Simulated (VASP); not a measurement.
# Si2Sb2Te (I4/mmm) in VASP: notebook, part 2 of 2

VASP 6.6.1. Earlier steps stand in the parts before.

## (4) Single point, r2SCAN

This run uses another cell than the first one, of 23.98 Å³/atom, 0.992 times its volume.

INCAR reads:

```
PREC = Accurate ; ENCUT = 520
EDIFF = 1E-6 ; ISMEAR = 0
SIGMA = 0.1 ; LREAL = F
LASPH = T ; NELM = 150
ALGO = Normal ; ISIF = 2
LWAVE = F ; LCHARG = F
METAGGA = R2SCAN ; LMIXTAU = T
KPAR = 4
```

KPOINTS reads:

```
Automatic mesh
0
Gamma
  8 8 8
```

POSCAR reads:

```
Si2Sb2Te                                
1.0
   -2.5422044265      2.5422044265      4.6376309058
    2.5422044265     -2.5422044265      4.6376309058
    2.5422044265      2.5422044265     -4.6376309058
  Si              Sb              Te            
     2     2     1
Direct
     0.6304998327415561    0.6304998327415561    0.0000000000000000
     0.3695001672584439    0.3695001672584439    0.0000000000000000
     0.7500000000000000    0.2500000000000000    0.5000000000000000
     0.2500000000000000    0.7500000000000000    0.5000000000000000
     0.0000000000000000    0.0000000000000000    0.0000000000000000
```

Potentials or basis: VASP PAW PBE potentials, release 64 (Si, Sb, Te).

The run is started by

```sh
$ cat potpaw_PBE.64/Si/POTCAR potpaw_PBE.64/Sb/POTCAR potpaw_PBE.64/Te/POTCAR > POTCAR
$ mpirun -np 4 vasp_std > vasp.out
```

OUTCAR:

```text
PREC = Accurate
   ENCUT = 520
   EDIFF = 1E-6
   ISMEAR = 0
   LREAL = F
   LASPH = T
   NELM = 150
   ISIF = 2
   METAGGA = R2SCAN

 ion  position               nearest neighbor table
   1  0.630  0.630  0.000-   2 2.42   3 2.77   4 2.77   3 2.77   4 2.77
   2  0.370  0.370  0.000-   1 2.42   3 2.77   4 2.77   4 2.77   3 2.77
   3  0.750  0.250  0.500-   2 2.77   1 2.77   2 2.77   1 2.77   5 3.44   5 3.44   5 3.44   5 3.44
                             4 3.60   4 3.60   4 3.60   4 3.60
   4  0.250  0.750  0.500-   2 2.77   1 2.77   2 2.77   1 2.77   5 3.44   5 3.44   5 3.44   5 3.44
                             3 3.60   3 3.60   3 3.60   3 3.60
   5  0.000  0.000  0.000-   3 3.44   4 3.44   3 3.44   4 3.44   3 3.44   4 3.44   3 3.44   4 3.44

  LATTYP: Found a body centered tetragonal cell.
 ALAT       =     5.0844088530
 C/A-ratio  =     1.8242556961

  Lattice vectors:

 A1 = (  -2.5422044265,   2.5422044265,   4.6376309058)
 A2 = (   2.5422044265,  -2.5422044265,   4.6376309058)
 A3 = (   2.5422044265,   2.5422044265,  -4.6376309058)

Analysis of symmetry for initial positions (statically):
=====================================================================
 Subroutine PRICEL returns:
 Original cell was already a primitive cell.

 Routine SETGRP: Setting up the symmetry group for a
 body centered tetragonal supercell.

 Subroutine GETGRP returns: Found 16 space group operations
 (whereof 16 operations were pure point group operations)
 out of a pool of 16 trial point group operations.

The static configuration has the point symmetry D_4h.

Analysis of symmetry for dynamics (positions and initial velocities):
=====================================================================
 Subroutine PRICEL returns:
 Original cell was already a primitive cell.

 Routine SETGRP: Setting up the symmetry group for a
 body centered tetragonal supercell.

 Subroutine GETGRP returns: Found 16 space group operations
 (whereof 16 operations were pure point group operations)
[... 132 lines left out ...]
   LORBIT       =      0    0 simple, 1 ext, 2 COOP (PROOUT), +10 PAW based schemes
   METAGGA = R2SCAN    functional components
   LHFCALC =     F    Hartree Fock is set to
   AEXX    =    0.0000 exact exchange contribution
   IVDW    =     0    specifies the selected vdW correction
   LEPSILON=     F    determine dielectric tensor
   LRPA    =     F    only Hartree local field effects (RPA)
 non-spin polarized calculation
 Gauss-broadening in eV      SIGMA  =   0.10
  energy-cutoff  :      520.00
  volume of cell :      119.89
 maximum number of plane-waves:      3265
 NGX is ok and might be reduce to    48
   NGX = 21   NGY = 21   NGZ = 21

 number of electron      24.0000000 magnetization

 Free energy of the ion-electron system (eV)
  ---------------------------------------------------
  ext. energy  EPLUGINS =         0.00000000
  ---------------------------------------------------
  free energy    TOTEN  =       -92.62793115 eV

  energy without entropy =      -92.61948544  energy(sigma->0) =      -92.62370829

 E-fermi :   7.5437     XC(G=0): -10.5289

 val. band max:        7.5175646428   @ k =  -0.3750   0.3750   0.0000
 cond. band min:       7.5676800463   @ k =  -0.1250  -0.3750   0.1250
 fundamental gap:      0.0501154035
 Fermi energy:         7.5436699869

 k-point     1 :       0.0000    0.0000    0.0000
  band No.  band energies     occupation
      1      -6.0355      2.00000
      2      -2.0153      2.00000
      3      -0.7501      2.00000
      4       0.9425      2.00000
      5       1.3043      2.00000
      6       2.6216      2.00000
[... 433 lines left out ...]
      3      -2.3195      2.00000
      4      -1.0286      2.00000
      5       0.3525      2.00000
      6       2.0862      2.00000
[... 8 lines left out ...]
     15      10.1258      0.00000
     16      10.6187      0.00000

 [... further k-points ...]

------------------------ aborting loop because EDIFF is reached ----------------------------------------

  FORCE on cell =-STRESS in cart. coord.  units (eV):
  Direction    XX          YY          ZZ          XY          YZ          ZX
  --------------------------------------------------------------------------------------
  -------------------------------------------------------------------------------------
  Total       -0.6710577     -0.6710577     -0.3864814      0.0000000     -0.0000000      0.0000000
  in kB       -8.9679536     -8.9679536     -5.1649014      0.0000000     -0.0000000      0.0000000
  external PRESSURE =      -7.7002695 kB  Pullay stress =       0.0000000 kB

 VOLUME and BASIS-vectors are now :
 -----------------------------------------------------------------------------
  energy-cutoff  :      520.00
  volume of cell :      119.89
      direct lattice vectors                 reciprocal lattice vectors
    -2.542204427  2.542204427  4.637630906     0.000000000  0.196679698  0.107813668
     2.542204427 -2.542204427  4.637630906     0.196679698  0.000000000  0.107813668
     2.542204427  2.542204427 -4.637630906     0.196679698  0.196679698  0.000000000

 POSITION                                       TOTAL-FORCE (eV/Angst)
 -----------------------------------------------------------------------------------
      0.00000      0.00000      5.84805         0.000000      0.000000      0.036672
      0.00000      0.00000      3.42721        -0.000000     -0.000000     -0.036672
     -0.00000      2.54220      2.31882         0.000000      0.000000      0.000000
      2.54220     -0.00000      2.31882         0.000000      0.000000      0.000000
      0.00000      0.00000      0.00000         0.000000      0.000000     -0.000000
 -----------------------------------------------------------------------------------
    total drift:                                0.000000     -0.000000     -0.000000

  FREE ENERGIE OF THE ION-ELECTRON SYSTEM (eV)
  ---------------------------------------------------
  free  energy   TOTEN  =       -92.6279311450 eV

  energy  without entropy=      -92.6194854389  energy(sigma->0) =      -92.62370829
```

stdout:

```text
POSCAR found type information on POSCAR SiSbTe
 POSCAR found :  3 types and       5 ions
 scaLAPACK will be used
 -----------------------------------------------------------------------------
|                                                                             |
|                                                                             |
|     You enforced a specific xc type in the INCAR file but a different       |
|     I HOPE YOU KNOW WHAT YOU ARE DOING!                                     |
|                                                                             |
 -----------------------------------------------------------------------------

 LDA part: xc-table for (None), standard interpolation
 POSCAR, INCAR and KPOINTS ok, starting setup
 FFT: planning ... GRIDC
 FFT: planning ... GRID_SOFT
 FFT: planning ... GRID
 WAVECAR not read
 entering main loop
```

It took 2.6 min on 4 MPI ranks of AMD EPYC 9R45 (Zen 5), shared host; peak memory 0.42 GiB.

What came out:

```
Free energy            : -92.6279 eV
Pressure               : -0.8 GPa
Largest force          : 0.037 eV/Å
Band gap on the k mesh : none (metal or under the smearing width)
```

Forces on the atoms (eV/Å):
```
Si   0.000  0.000  0.037
Si   0.000  0.000 -0.037
Sb   0.000  0.000  0.000
Sb   0.000  0.000  0.000
Te   0.000  0.000  0.000
```

Caveat: the PAW data sets were made with another functional, which shifts forces and pressure a little.
